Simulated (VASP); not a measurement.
MgSnO2:

```xyz
4
Lattice="4.1780 0.0000 0.0000 -2.0890 3.6183 0.0000 0.0000 0.0000 4.4809" Properties=species:S:1:pos:R:3 pbc="T T T"
Mg    0.0000    0.0000    0.0000
Sn    0.0000    0.0000    2.2404
O     0.0000    2.4122    0.5473
O     2.0890    1.2061    3.9336
```

The cell was built by a generator and needn't be a form met in nature.

| Property | Result |
| --- | --- |
| Program | VASP 6.6.1 |
| Task | relaxation of cell and atoms |
| Functional | PBE |
| Potentials or basis | VASP PAW PBE potentials, release 64 (Mg, Sn_d, O) |
| Cutoff | 520 eV |
| k mesh | 4 × 4 × 4 |
| Occupations | gaussian, width 0.15 eV |
| Spin | no spin polarisation |

At the start: pressure 1.9 GPa; volume 16.93 Å³/atom.

**Question.** Where does the relaxation end?

**Answer.** Over 11 steps the energy falls by 1760.2 meV/atom and the volume is 12.78 Å³/atom (-24.5 %); space group P-3m1 (No. 164, to 0.05 Å).

The path:
| step | energy change (eV) | largest force (eV/Å) | pressure (GPa) | volume (Å³) |
| --- | --- | --- | --- | --- |
| 1 | 0.0000 | 1.6864 | 1.92 | 67.74 |
| 2 | -5.0264 | 2.2090 | -13.98 | 66.12 |
| 3 | -5.3393 | 1.9779 | -16.41 | 63.36 |
| 4 | -5.3018 | 2.1497 | -15.42 | 65.05 |
| 5 | -6.5739 | 2.3228 | 0.61 | 51.09 |
| 6 | -6.6046 | 2.2714 | 6.46 | 48.62 |
| 7 | -6.9776 | 0.0352 | 6.78 | 48.26 |
| 8 | -6.9776 | 0.0197 | 6.74 | 48.26 |
| 9 | -7.0166 | 0.1400 | -3.60 | 52.19 |
| 10 | -7.0306 | 0.1052 | -0.52 | 50.81 |
| 11 | -7.0410 | 0.0332 | -0.05 | 51.12 |

Final structure:
```
CELL_PARAMETERS angstrom
3.18950 0.00000 0.00000
-1.59475 2.76219 0.00000
0.00000 0.00000 5.80234
ATOMIC_POSITIONS crystal
Mg 0.00000 0.00000 0.00000
Sn 0.00000 0.00000 0.50000
O 0.33333 0.66667 0.19652
O 0.66667 0.33333 0.80348
```

Caveat: the k mesh is coarse (spacing up to 0.43 Å⁻¹), so the values aren't converged; the volume moved by over 15 % at a fixed basis, so the end points are rough.
